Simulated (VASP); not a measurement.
Given:

```xyz
5
Lattice="9.6584 -2.0861 -0.0047 9.6584 2.0861 -0.0047 9.2096 0.0000 3.5806" Properties=species:S:1:pos:R:3 pbc="T T T"
Bi    11.4267     0.0000     1.4305
Bi    17.0998     0.0000     2.1407
Se     9.2096     0.0000     3.5806
Se     6.0403     0.0000     0.7562
Se    22.4862     0.0000     2.8150
```

Method: PBE GGA with D3 dispersion (zero damping), VASP's PBE PAW potentials (set 64) (plane waves; VASP). Numerical set-up: 520 eV cut-off, 7×7×7 Γ-centred mesh, tetrahedra with Blöchl corrections, potentials Bi_d Se.

The cores are frozen, which limits the accuracy of field gradients.

Q: Give the principal components of the electric field gradient (V/Å²) and the asymmetry η at each nucleus.

A: 
```csv
atom,Vxx,Vyy,Vzz,η
Bi1,-3.1,-3.1,6.2,0.00
Bi2,-3.1,-3.1,6.2,0.00
Se3,-34.2,-34.2,68.3,0.00
Se4,8.3,8.3,-16.7,0.00
Se5,8.3,8.3,-16.7,0.00
```

The compound is Bi2Se3 in the tetradymite structure. It was relaxed first.
